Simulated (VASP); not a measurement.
# Sr2BN (P-3m1) in VASP: reference runs

Aim: a first look at Sr2BN with PBE, on the cell as given and on a disturbed one.

Program: VASP 6.6.1. These are calculated values, not measurements. Logs are shortened: lines on timing, memory, paths and dates and some standing lists are left out, and cuts for length are marked.

## Step 1: Starting point

It takes space group P-3m1 (No. 164, trigonal). Conventional cell: a = 3.882 Å, b = 3.882 Å, c = 6.712 Å, α = 90.00°, β = 90.00°, γ = 120.00°. Sr (site symmetry 3m) is surrounded by 3 N at 2.63 Å and 3 B at 2.99 Å. Around B (site symmetry -3m) lie 6 Sr at 2.99 Å and 2 N at 3.36 Å. N (site symmetry -3m) has 6 Sr at 2.63 Å as nearest neighbours.

The cell was built by a generator and needn't be a form met in nature.

## Step 2: Single point, PBE

INCAR

```
SYSTEM = Sr2BN
ALGO = Normal ; EDIFF = 1E-7
ENCUT = 520 ; GGA = PE
ISIF = 2 ; ISMEAR = -1
LASPH = .True. ; LCHARG = .False.
LREAL = .False. ; LWAVE = .False.
NBANDS = 22 ; NELM = 100
PREC = Accurate ; SIGMA = 0.05
```

KPOINTS

```
k-points
0
Gamma
  8 8 4
  0 0 0
```

POSCAR

```
Sr2BN
1.0
    3.8822100000      0.0000000000      0.0000000000
   -1.9411000000      3.3620900000      0.0000000000
    0.0000000000      0.0000000000      6.7123600000
Sr B N
2 1 1
Direct
    0.3333300000      0.6666700000      0.7942500000
    0.6666700000      0.3333300000      0.2057500000
    0.0000000000      0.0000000000      0.5000000000
    0.0000000000      0.0000000000      0.0000000000
```

Potentials or basis: VASP PAW PBE potentials, release 64 (Sr_sv, B, N).

Command:

```
$ cat potpaw_PBE.64/Sr_sv/POTCAR potpaw_PBE.64/B/POTCAR potpaw_PBE.64/N/POTCAR > POTCAR
$ mpirun -np 1 vasp_std > vasp.out
```

OUTCAR:

```text
SYSTEM = Sr2BN
   EDIFF = 1E-7
   ENCUT = 520
   GGA = PE
   ISIF = 2
   ISMEAR = -1
   LASPH = .True.
   LREAL = .False.
   NELM = 100
   PREC = Accurate

 ion  position               nearest neighbor table
   1  0.333  0.667  0.794-   4 2.63   4 2.63   4 2.63   3 2.99   3 2.99   3 2.99   2 3.56   2 3.56
                             2 3.56   2 4.54   2 4.54   2 4.54
   2  0.667  0.333  0.206-   4 2.63   4 2.63   4 2.63   3 2.99   3 2.99   3 2.99   1 3.56   1 3.56
                             1 3.56   1 4.54   1 4.54   1 4.54
   3  0.000  0.000  0.500-   1 2.99   2 2.99   1 2.99   2 2.99   2 2.99   1 2.99
   4  0.000  0.000  0.000-   1 2.63   2 2.63   1 2.63   2 2.63   2 2.63   1 2.63

  LATTYP: Found a hexagonal cell.
 ALAT       =     3.8822100000
 C/A-ratio  =     1.7290048709

  Lattice vectors:

 A1 = (   3.8822100000,   0.0000000000,   0.0000000000)
 A2 = (  -1.9411000000,   3.3620900000,   0.0000000000)
 A3 = (   0.0000000000,   0.0000000000,   6.7123600000)

Analysis of symmetry for initial positions (statically):
=====================================================================
 Subroutine PRICEL returns:
 Original cell was already a primitive cell.

 Routine SETGRP: Setting up the symmetry group for a
 hexagonal supercell.

 Subroutine GETGRP returns: Found  4 space group operations
 (whereof  4 operations were pure point group operations)
 out of a pool of 24 trial point group operations.

The static configuration has the point symmetry C_2h.

Analysis of symmetry for dynamics (positions and initial velocities):
=====================================================================
 Subroutine PRICEL returns:
 Original cell was already a primitive cell.

 Routine SETGRP: Setting up the symmetry group for a
 hexagonal supercell.

 Subroutine GETGRP returns: Found  4 space group operations
 (whereof  4 operations were pure point group operations)
 out of a pool of 24 trial point group operations.

The dynamic configuration has the point symmetry C_2h.

 Subroutine INISYM returns: Found  4 space group operations
 (whereof  4 operations are pure point group operations),
 and found     1 'primitive' translations

----------------------------------------------------------------------------------------

                                     Primitive cell

  volume of cell :      87.6120

  direct lattice vectors                    reciprocal lattice vectors
     3.882210000  0.000000000  0.000000000     0.257585241  0.148716635  0.000000000
    -1.941100000  3.362090000  0.000000000     0.000000000  0.297434037  0.000000000
     0.000000000  0.000000000  6.712360000     0.000000000  0.000000000  0.148978899

  length of vectors
     3.882210000  3.882205350  6.712360000     0.297433680  0.297434037  0.148978899

  position of ions in fractional coordinates (direct lattice)
     0.333330000  0.666670000  0.794250000
     0.666670000  0.333330000  0.205750000
     0.000000000  0.000000000  0.500000000
     0.000000000  0.000000000  0.000000000

  ion indices of the primitive-cell ions
   primitive index   ion index
                 1           1
                 2           2
                 3           3
                 4           4

----------------------------------------------------------------------------------------

 KPOINTS: k-points

Automatic generation of k-mesh.
 Grid dimensions read from file:
 generate k-points for:    8    8    4

 Generating k-lattice:

  Cartesian coordinates                     Fractional coordinates (reciprocal lattice)
     0.032198155  0.018589579  0.000000000     0.125000000  0.000000000  0.000000000
     0.000000000  0.037179255  0.000000000     0.000000000  0.125000000  0.000000000
     0.000000000  0.000000000  0.037244725     0.000000000  0.000000000  0.250000000

  Length of vectors
     0.037179210  0.037179255  0.037244725

  Shift w.r.t. Gamma in fractional coordinates (k-lattice)
     0.000000000  0.000000000  0.000000000

 Subroutine IBZKPT returns following result:
 ===========================================

 Found     78 irreducible k-points:

 Following reciprocal coordinates:
            Coordinates               Weight
  0.000000  0.000000  0.000000      1.000000
  0.125000  0.000000  0.000000      4.000000
 -0.125000  0.125000  0.000000      2.000000
  0.250000  0.000000  0.000000      4.000000
 -0.250000  0.250000  0.000000      2.000000
  0.375000  0.000000  0.000000      4.000000
[... 16 lines left out ...]
  0.125000  0.000000  0.250000      4.000000
  0.000000  0.125000  0.250000      4.000000
 [... further k-points ...]
   k-points           NKPTS =     78   k-points in BZ     NKDIM =     78   number of bands    NBANDS=     22
   number of dos      NEDOS =    301   number of ions     NIONS =      4
   total plane-waves  NPLWV =  45000
   dimension x,y,z NGX =    30 NGY =   30 NGZ =   50
   dimension x,y,z NGXF=    60 NGYF=   60 NGZF=  100
   ions per type =               2   1   1
   NGX,Y,Z   is equivalent  to a cutoff of  12.85, 12.85, 12.38 a.u.
   NGXF,Y,Z  is equivalent  to a cutoff of  25.69, 25.69, 24.77 a.u.
 SYSTEM =  Sr2BN
   PREC   = accura    normal or accurate (medium, high low for compatibility)
   ISTART =      0    job   : 0-new  1-cont  2-samecut
   ICHARG =      2    charge: 1-file 2-atom 10-const
   ISPIN  =      1    spin polarized calculation?
   LNONCOLLINEAR =      F non collinear calculations
   LSORBIT =      F    spin-orbit coupling
   LASPH  =      T    aspherical Exc in radial PAW
   ENCUT  =  520.0 eV  38.22 Ry    6.18 a.u.   7.22  7.22 12.48*2*pi/ulx,y,z
   NELM   =    100;   NELMIN=  2; NELMDL= -5     # of ELM steps
   EDIFF  = 0.1E-06   stopping-criterion for ELM
   LREAL  =      F    real-space projection
   EDIFFG = 0.1E-05   stopping-criterion for IOM
   NSW    =      0    number of steps for IOM
   IBRION =     -1    ionic relax: 0-MD 1-quasi-New 2-CG
   NFREE  =      0    steps in history (QN), initial steepest desc. (CG)
   ISIF   =      2    stress and relaxation
   ISYM   =      2    0-nonsym 1-usesym 2-fastsym
   POTIM  = 0.5000    time-step for ionic-motion
   TEBEG  =    0.0;   TEEND  =   0.0 temperature during run
   PSTRESS=    0.0 pullay stress
   NELECT =      28.0000    total number of electrons
   NUPDOWN=      -1.0000    fix difference up-down
   EMIN   =  10.00;   EMAX   =-10.00  energy-range for DOS
   EFERMI =   0.00;   METHOD = LEGACY
   ISMEAR =    -1;   SIGMA  =   0.05  broadening in eV -4-tet -1-fermi 0-gaus
   EFERMI_NEDOS =   21; number of points for ismear=-14 and -15
   IALGO  =     38    algorithm
   IMIX   =      4    mixing-type and parameters
     AMIX     =   0.40;   BMIX     =  1.00
     AMIX_MAG =   1.60;   BMIX_MAG =  1.00
  volume/ion in A,a.u.               =      21.90       147.81
  Fermi-wavevector in a.u.,A,eV,Ry     =   1.119282  2.115137 17.045282  1.252793
  Thomas-Fermi vector in A             =   2.255920
   LORBIT       =      0    0 simple, 1 ext, 2 COOP (PROOUT), +10 PAW based schemes
   GGA     = PE    functional components
   LHFCALC =     F    Hartree Fock is set to
   AEXX    =    0.0000 exact exchange contribution
   IVDW    =     0    specifies the selected vdW correction
   LEPSILON=     F    determine dielectric tensor
   LRPA    =     F    only Hartree local field effects (RPA)
 non-spin polarized calculation
  energy-cutoff  :      520.00
  volume of cell :       87.61
 maximum number of plane-waves:      2383
 NGX is ok and might be reduce to    30
   NGX = 15   NGY = 15   NGZ = 25

 number of electron      28.0000000 magnetization

 Free energy of the ion-electron system (eV)
  ---------------------------------------------------
  ext. energy  EPLUGINS =         0.00000000
  ---------------------------------------------------
  free energy    TOTEN  =       -16.76102640 eV

  energy without entropy =      -16.73608208  energy(sigma->0) =      -16.74855424

 E-fermi :   2.1188     XC(G=0):  -9.2132

 val. band max:        2.1108253270   @ k =   0.2500   0.0000   0.0000
 cond. band min:       2.1245086636   @ k =   0.2500   0.0000   0.5000
 fundamental gap:      0.0136833366
 Fermi energy:         2.1188229930

 k-point     1 :       0.0000    0.0000    0.0000
  band No.  band energies     occupation
      1     -31.8522      2.00000
      2     -31.7697      2.00000
      3     -14.4490      2.00000
      4     -13.7567      2.00000
      5     -13.7567      2.00000
      6     -13.6757      2.00000
[... 14 lines left out ...]
     21       6.7843      0.00000
     22       7.7893      0.00000

 k-point     2 :       0.1250    0.0000    0.0000
  band No.  band energies     occupation
      1     -31.8437      2.00000
      2     -31.7668      2.00000
      3     -14.4206      2.00000
      4     -13.8560      2.00000
      5     -13.7857      2.00000
      6     -13.7511      2.00000
[... 14 lines left out ...]
     21       7.7915      0.00000
     22       8.1595      0.00000

 k-point     3 :      -0.1250    0.1250    0.0000
  band No.  band energies     occupation
      1     -31.8437      2.00000
      2     -31.7668      2.00000
      3     -14.4206      2.00000
      4     -13.8560      2.00000
      5     -13.7857      2.00000
      6     -13.7511      2.00000
[... 14 lines left out ...]
     21       7.7915      0.00000
     22       8.1594      0.00000

 k-point     4 :       0.2500    0.0000    0.0000
  band No.  band energies     occupation
      1     -31.8220      2.00000
      2     -31.7608      2.00000
      3     -14.3768      2.00000
      4     -14.0566      2.00000
      5     -13.8815      2.00000
      6     -13.8463      2.00000
[... 14 lines left out ...]
     21       8.3326      0.00000
     22       8.7609      0.00000

 k-point     5 :      -0.2500    0.2500    0.0000
  band No.  band energies     occupation
      1     -31.8220      2.00000
      2     -31.7608      2.00000
      3     -14.3768      2.00000
      4     -14.0566      2.00000
      5     -13.8815      2.00000
      6     -13.8463      2.00000
[... 417 lines left out ...]
 k-point    22 :       0.0000    0.0000    0.2500
  band No.  band energies     occupation
      1     -31.8503      2.00000
      2     -31.7717      2.00000
      3     -14.4078      2.00000
      4     -13.7550      2.00000
      5     -13.7549      2.00000
      6     -13.7176      2.00000
[... 14 lines left out ...]
     21       7.1149      0.00000
     22       8.0768      0.00000

 k-point    23 :       0.1250    0.0000    0.2500
  band No.  band energies     occupation
      1     -31.8419      2.00000
      2     -31.7687      2.00000
      3     -14.3879      2.00000
      4     -13.8575      2.00000
      5     -13.7835      2.00000
      6     -13.7652      2.00000
[... 14 lines left out ...]
     21       7.8507      0.00000
     22       8.3422      0.00000

 k-point    24 :       0.0000    0.1250    0.2500
  band No.  band energies     occupation
      1     -31.8419      2.00000
      2     -31.7687      2.00000
      3     -14.3860      2.00000
      4     -13.8743      2.00000
      5     -13.7820      2.00000
      6     -13.7421      2.00000
[... 14 lines left out ...]
     21       8.0721      0.00000
     22       8.4220      0.00000

 [... further k-points ...]
[... 5 lines left out ...]
  --------------------------------------------------------------------------------------
  -------------------------------------------------------------------------------------
  Total        0.0578606      0.0577826      0.1735112     -0.0000674      0.0000383     -0.0000663
  in kB        1.0581082      1.0566817      3.1730331     -0.0012324      0.0007005     -0.0012129
  external PRESSURE =       1.7626077 kB  Pullay stress =       0.0000000 kB

 VOLUME and BASIS-vectors are now :
 -----------------------------------------------------------------------------
  energy-cutoff  :      520.00
  volume of cell :       87.61
      direct lattice vectors                 reciprocal lattice vectors
     3.882210000  0.000000000  0.000000000     0.257585241  0.148716635  0.000000000
    -1.941100000  3.362090000  0.000000000     0.000000000  0.297434037  0.000000000
     0.000000000  0.000000000  6.712360000     0.000000000  0.000000000  0.148978899

 POSITION                                       TOTAL-FORCE (eV/Angst)
 -----------------------------------------------------------------------------------
     -0.00002      2.24140      5.33129         0.000083     -0.000048     -0.033937
      1.94113      1.12069      1.38107        -0.000083      0.000048      0.033937
      0.00000      0.00000      3.35618        -0.000000      0.000000      0.000000
      0.00000      0.00000      0.00000        -0.000000      0.000000      0.000000
 -----------------------------------------------------------------------------------
    total drift:                                0.000000      0.000000      0.000000

  FREE ENERGIE OF THE ION-ELECTRON SYSTEM (eV)
  ---------------------------------------------------
  free  energy   TOTEN  =       -16.7610263981 eV

  energy  without entropy=      -16.7360820759  energy(sigma->0) =      -16.74855424
```

Run time: 2.5 min. Hardware: 1 thread of Intel Xeon Platinum 8488C (Sapphire Rapids), shared host; peak memory 0.29 GiB.

What came out:

```
Free energy            : -16.7610 eV
Pressure               : 0.2 GPa
Largest force          : 0.034 eV/Å
Band gap on the k mesh : none (metal or under the smearing width)
```

Forces in eV/Å, atoms in the order of the input:
```
Sr   0.000  0.000 -0.034
Sr   0.000  0.000  0.034
B    0.000  0.000  0.000
N    0.000  0.000  0.000
```

Levels at points of the mesh, in eV from the Fermi level:
```
           k point  band 11  band 12  band 13  band 14  band 15  band 16  band 17  band 18
(0.00, 0.00, 0.00)    -2.57    -0.82    -0.82     1.31     1.55     1.55     3.41     4.37
(0.50, 0.00, 0.00)    -2.20    -1.10    -0.78    -0.76     1.04     1.19     1.99     5.06
(0.50, 0.50, 0.00)    -2.20    -1.10    -0.78    -0.76     1.04     1.19     1.99     5.06
(0.00, 0.00, 0.50)    -1.44    -0.82    -0.82    -0.66     1.34     1.34     4.49     4.56
(0.50, 0.00, 0.50)    -1.38    -1.31    -0.75    -0.67    -0.04     0.94     2.95     3.55
(0.50, 0.50, 0.50)    -1.38    -1.31    -0.75    -0.67    -0.04     0.94     2.95     3.55
```

(Continued in part 2 of 2.)
